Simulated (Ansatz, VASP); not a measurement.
# TiGe2N4 (TiGe2N4 monolayer): VASP beside Ansatz

One calculation is typed for both programs; each brings its own data sets. How far apart do they land? The cell is taken from a series of runs on this material, whose earlier steps may have relaxed, scaled, displaced or heated it; both programs get it as it stands.

Main program and level: Ansatz 0.2.0; plane waves, with VASP 6.6.1 beside it; single point at PBE with D3(BJ).

## (1) Set-up

The cell holds 7 atoms: 4 N, 2 Ge and 1 Ti. Its edges and angles: a = 3.037 Å, b = 3.037 Å, c = 25.293 Å, α = 90.0°, β = 90.0°, γ = 120.0°. Vacuum lies along c.

As a file:

```cif
data_structure
_symmetry_space_group_name_H-M 'P 1'
_symmetry_Int_Tables_number 1
_cell_length_a 3.0369
_cell_length_b 3.0369
_cell_length_c 25.2929
_cell_angle_alpha 90.000
_cell_angle_beta 90.000
_cell_angle_gamma 120.000
_cell_volume 202.02
loop_
_atom_site_label
_atom_site_type_symbol
_atom_site_fract_x
_atom_site_fract_y
_atom_site_fract_z
_atom_site_occupancy
N1 N 0.00000 0.00000 0.35583 1
N2 N 0.33333 0.66667 0.45470 1
N3 N 0.33333 0.66667 0.54530 1
N4 N 0.00000 0.00000 0.64417 1
Ge5 Ge 0.33333 0.66667 0.38050 1
Ge6 Ge 0.33333 0.66667 0.61950 1
Ti7 Ti 0.00000 0.00000 0.50000 1
```

## (2) VASP: single point, PBE with D3(BJ)

With cell and atoms fixed, the geometry can't cause a difference; cores, projectors, grids and the points listed under the comparison can.

Lines of VASP's logs that name or quote its potential files are left out, and so is its time.

INCAR

```
SYSTEM = TiGe2N4
PREC = Accurate
ENCUT = 520
EDIFF = 1E-06
NELM = 120
ISMEAR = -1
SIGMA = 0.02585
LREAL = .FALSE.
ALGO = Normal
GGA = PE
IVDW = 12
NBANDS = 37
LASPH = .TRUE.
LORBIT = 11
LWAVE = .FALSE.
LCHARG = .FALSE.
ISIF = 2
LDIPOL = .TRUE.
IDIPOL = 3
DIPOL = 0.5 0.5 0.5
LVHAR = .TRUE.
GGA_COMPAT = .FALSE.
EFERMI = MIDGAP
NELMDL = -8
KPAR = 2
```

POSCAR

```
TiGe2N4
1.0
    3.0369431322      0.0000000000      0.0000000000
   -1.5184715661      2.6300699023      0.0000000000
    0.0000000000      0.0000000000     25.2929440982
N Ge Ti
4 2 1
Direct
    0.0000000000      0.0000000000      0.3558304626
    0.3333333333      0.6666666667      0.4546978905
    0.3333333333      0.6666666667      0.5453021095
    0.0000000000      0.0000000000      0.6441695374
    0.3333333333      0.6666666667      0.3804992729
    0.3333333333      0.6666666667      0.6195007271
    0.0000000000      0.0000000000      0.5000000000
```

KPOINTS

```
Automatic mesh
0
Gamma
18 18 1
0 0 0
```

Potentials, in the order of the species: N, Ge_d and Ti_sv (PBE family, release 64).

Command:

```bash
$ mpirun -np 2 vasp_std
```

Numbers of over 12 decimals in the logs are rounded to 6 here.

What it wrote:

```text
[banner, memory and clock lines left out]
running    2 mpi-ranks, on    1 nodes
 distrk:  each k-point on    1 cores,    2 groups
 distr:  one band on    1 cores,    1 groups

 POSCAR found type information on POSCAR N GeTi
 POSCAR found :  3 types and       7 ions
 LDA part: xc-table for (Slater+PW92), standard interpolation
 POSCAR, INCAR and KPOINTS ok, starting setup
 FFT: planning ... GRIDC
 FFT: planning ... GRID_SOFT
 FFT: planning ... GRID
 WAVECAR not read
 entering main loop
       N       E                     dE             d eps       ncg     rms          rms(c)
DAV:   1     0.794404418001E+03    0.79440E+03   -0.30414E+04  3442   0.266E+03
DAV:   2     0.931025165934E+02   -0.70130E+03   -0.67666E+03  3066   0.803E+02
DAV:   3    -0.523301675211E+02   -0.14543E+03   -0.14042E+03  4174   0.231E+02
DAV:   4    -0.646311859821E+02   -0.12301E+02   -0.12271E+02  4219   0.773E+01
DAV:   5    -0.654451625518E+02   -0.81398E+00   -0.81363E+00  4396   0.139E+01
DAV:   6    -0.654776375248E+02   -0.32475E-01   -0.32473E-01  4104   0.232E+00
DAV:   7    -0.654787068673E+02   -0.10693E-02   -0.10693E-02  4212   0.402E-01
DAV:   8    -0.654787414607E+02   -0.34593E-04   -0.34593E-04  4194   0.727E-02    0.235E+01
DAV:   9    -0.539243922105E+02    0.11554E+02   -0.73464E+01  3961   0.679E+01    0.143E+01
DAV:  10    -0.538482756369E+02    0.76117E-01   -0.34358E+01  3469   0.401E+01    0.877E+00
DAV:  11    -0.531500462449E+02    0.69823E+00   -0.32911E+00  3371   0.125E+01    0.497E+00
DAV:  12    -0.529557632005E+02    0.19428E+00   -0.20762E+00  3957   0.110E+01    0.341E+00
DAV:  13    -0.528598984357E+02    0.95865E-01   -0.53260E-01  4014   0.484E+00    0.118E+00
DAV:  14    -0.528590043624E+02    0.89407E-03   -0.37617E-02  3461   0.129E+00    0.732E-01
[...]
DAV:  21    -0.528533267447E+02   -0.10071E-03   -0.39447E-05  3652   0.438E-02    0.160E-02
DAV:  22    -0.528533842092E+02   -0.57465E-04   -0.11902E-05  3005   0.239E-02    0.855E-03
DAV:  23    -0.528534120025E+02   -0.27793E-04   -0.99287E-06  3224   0.159E-02    0.604E-03
DAV:  24    -0.528534221068E+02   -0.10104E-04   -0.13868E-06  2198   0.871E-03    0.312E-03
DAV:  25    -0.528534302774E+02   -0.81706E-05   -0.11057E-06  2065   0.760E-03    0.227E-03
DAV:  26    -0.528534334161E+02   -0.31388E-05   -0.55061E-07  1911   0.566E-03    0.158E-03
DAV:  27    -0.528534358539E+02   -0.24377E-05   -0.45695E-07  1992   0.322E-03    0.118E-03
DAV:  28    -0.528534364983E+02   -0.64447E-06   -0.86945E-08  1742   0.279E-03
   1 F= -.54498256E+02 E0= -.54498256E+02  d E =-.396430E-11
```

OUTCAR, selected parts (step 2):

```text
ion  position               nearest neighbor table
   1  0.000  0.000  0.356-   5 1.86   5 1.86   5 1.86
   2  0.333  0.667  0.455-   5 1.88   7 2.09   7 2.09   7 2.09
   3  0.333  0.667  0.545-   6 1.88   7 2.09   7 2.09   7 2.09
   4  0.000  0.000  0.644-   6 1.86   6 1.86   6 1.86
   5  0.333  0.667  0.380-   1 1.86   1 1.86   1 1.86   2 1.88
   6  0.333  0.667  0.620-   4 1.86   4 1.86   4 1.86   3 1.88
   7  0.000  0.000  0.500-   2 2.09   3 2.09   2 2.09   3 2.09   2 2.09   3 2.09

  LATTYP: Found a hexagonal cell.
 ALAT       =     3.0369431322
 C/A-ratio  =     8.3284220340

 Subroutine GETGRP returns: Found 12 space group operations
 (whereof 12 operations were pure point group operations)

The static configuration has the point symmetry D_3h.

 Found     37 irreducible k-points:

   k-points           NKPTS =     37   k-points in BZ     NKDIM =     37   number of bands    NBANDS=     37

   dimension x,y,z NGX =    24 NGY =   24 NGZ =  192
   dimension x,y,z NGXF=    48 NGYF=   48 NGZF=  384

   ENCUT  =  520.0 eV  38.22 Ry    6.18 a.u.   5.65  5.65 47.03*2*pi/ulx,y,z

   NELECT =      60.0000    total number of electrons

 k-points in reciprocal lattice and weights: Automatic mesh
   0.00000000  0.00000000  0.00000000       0.003
   0.05555556  0.00000000  0.00000000       0.019
   0.11111111  0.00000000  0.00000000       0.019
   0.16666667  0.00000000  0.00000000       0.019
   0.22222222  0.00000000  0.00000000       0.019
   0.27777778  0.00000000  0.00000000       0.019
   0.33333333  0.00000000  0.00000000       0.019
   0.38888889  0.00000000  0.00000000       0.019
   0.44444444  0.00000000  0.00000000       0.019
[...]
0.33333333  0.27777778  0.00000000       0.037
   0.33333333  0.33333333  0.00000000       0.006

 dipolmoment           0.000000      0.000000      0.000000 electrons x Angstroem

 average (electrostatic) potential at core
       1 -69.6738       2 -69.0529       3 -69.0529       4 -69.6738       5 -80.5944
       6 -80.5944       7 -82.4820

 E-fermi :  -1.2178

 k-point     1 :       0.0000    0.0000    0.0000
  band No.  band energies     occupation
    ...
     26      -3.3966      2.00000
     27      -3.3966      2.00000
     28      -2.4458      2.00000
     29      -2.4458      2.00000
     30      -2.0508      2.00000
     31       0.0049      0.00000
     32       1.5325      0.00000
     33       1.6812      0.00000
     34       2.2103      0.00000
     35       2.2103      0.00000
    ...

 k-point     2 :       0.0556    0.0000    0.0000
  band No.  band energies     occupation
    ...
     26      -3.6340      2.00000
     27      -3.4322      2.00000
     28      -2.5428      2.00000
     29      -2.4941      2.00000
     30      -1.9503      2.00000
     31       0.1223      0.00000
     32       1.6213      0.00000
     33       1.6236      0.00000
     34       2.2714      0.00000
     35       2.2724      0.00000
    ...

 k-point     3 :       0.1111    0.0000    0.0000
  band No.  band energies     occupation
    ...
     26      -3.6970      2.00000
     27      -3.4821      2.00000
     28      -2.7188      2.00000
     29      -2.6278      2.00000
     30      -1.8706      2.00000
     31       0.2342      0.00000
     32       1.5806      0.00000
     33       1.7186      0.00000
     34       2.4370      0.00000
     35       2.4424      0.00000
    ...

 Edisp (eV)   -1.64482

  Total      -0.09672    -0.09672    -0.12255     0.00000     0.00000     0.00000
  in kB      -0.76705    -0.76705    -0.97187     0.00000     0.00000     0.00000
  external pressure =       -0.84 kB  Pullay stress =        0.00 kB

  energy-cutoff  :      520.00
  volume of cell :      202.02
      direct lattice vectors                 reciprocal lattice vectors
     3.036943132  0.000000000  0.000000000     0.329278474  0.190109016  0.000000000
    -1.518471566  2.630069902  0.000000000     0.000000000  0.380218031  0.000000000
     0.000000000  0.000000000 25.292944098     0.000000000  0.000000000  0.039536718

 POSITION                                       TOTAL-FORCE (eV/Angst)
 -----------------------------------------------------------------------------------
      0.00000      0.00000      9.00000        -0.000000     -0.000000      0.038592
     -0.00000      1.75338     11.50065         0.000000      0.000000     -0.058615
     -0.00000      1.75338     13.79230         0.000000      0.000000      0.058615
      0.00000      0.00000     16.29294        -0.000000     -0.000000     -0.038592
     -0.00000      1.75338      9.62395         0.000000     -0.000000     -0.017882
     -0.00000      1.75338     15.66900         0.000000     -0.000000      0.017882
      0.00000      0.00000     12.64647         0.000000     -0.000000     -0.000000
 -----------------------------------------------------------------------------------
    total drift:                                0.000002     -0.000001     -0.000000

  FREE ENERGIE OF THE ION-ELECTRON SYSTEM (eV)
  ---------------------------------------------------
  free  energy   TOTEN  =       -54.4982564080 eV

  energy  without entropy=      -54.4982564080  energy(sigma->0) =      -54.49825641

 vacuum level on the upper side and lower side of the slab         5.018         5.018

 total charge
# of ion       s       p       d       tot
------------------------------------------
    1        1.246   2.516   0.000   3.762
    2        1.256   2.485   0.000   3.741
    3        1.256   2.485   0.000   3.741
    4        1.246   2.516   0.000   3.762
    5        1.022   1.337  10.332  12.691
    6        1.022   1.337  10.332  12.691
    7        2.207   6.245   1.819  10.271
--------------------------------------------------
tot          9.254  18.921  22.484  50.658

[... 3 further parts left out ...]
```

(Part 1 of 2 ends here.)

[Lines on the potential files, build, host, timing and source positions are cut from VASP's logs without a mark.]

[Logs are printed without paths, hosts, clocks, repeated set-up lines and the standing remarks that a program may print on its own settings, such as how far it seeks lower states.]

[Hosts, paths, dates, database ids (printed as entryN), source tags and the programs' standing remarks are cut or masked in the printed files.]
